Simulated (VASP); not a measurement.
Runs of VASP 6.6.1 on Ag. The structure is cubic, space group Fm-3m (No. 225). Conventional cell: a = 4.052 Å, b = 4.052 Å, c = 4.052 Å, α = 90.00°, β = 90.00°, γ = 90.00°. Around Ag (site symmetry m-3m) lie 12 Ag at 2.87 Å. 

```csv
level,k mesh,cutoff (eV),smearing,gap on the mesh (eV),pressure (GPa)
PBEsol,18 × 18 × 18,700,gaussian 0.1 eV,none,0.0
r2SCAN,18 × 18 × 18,520,gaussian 0.1 eV,none,(a)
PBEsol,18 × 18 × 18,520,gaussian 0.5 eV,none,0.0
PBEsol,18 × 18 × 18,900,gaussian 0.1 eV,none,0.0
PBEsol,26 × 26 × 26,520,gaussian 0.1 eV,none,-0.1
```

Alike in all rows: task single point; potentials or basis VASP PAW PBE potentials, release 64 (Ag); no spin polarisation; cell as given.

Question: Estimate the missing entries.

Answer: (a) 4.6.

Caveats: the PAW data sets were made with another functional, which shifts forces and pressure a little.

A k mesh can miss the band edges, and the runs leave out spin-orbit coupling on Ag.

A gap of «none» marks a metal or a gap under the smearing width.
